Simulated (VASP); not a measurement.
All values below come from r2SCAN meta-GGA, VASP's PBE PAW potentials (set 64) (plane waves; VASP). Each cell was relaxed at this level, without spin-orbit coupling.

Q: Which of these comes out without a gap?
A) CdTe, F-43m (216)
B) KTaO3, Pm-3m (221)
C) BaHfO3, Pm-3m (221)
D) Mg, P6_3/mmc (194)

A: D, Mg, P6_3/mmc (194). The others have gaps of 2.58 eV (KTaO3, Pm-3m (221)), 1.17 eV (CdTe, F-43m (216)), 4.12 eV (BaHfO3, Pm-3m (221)).
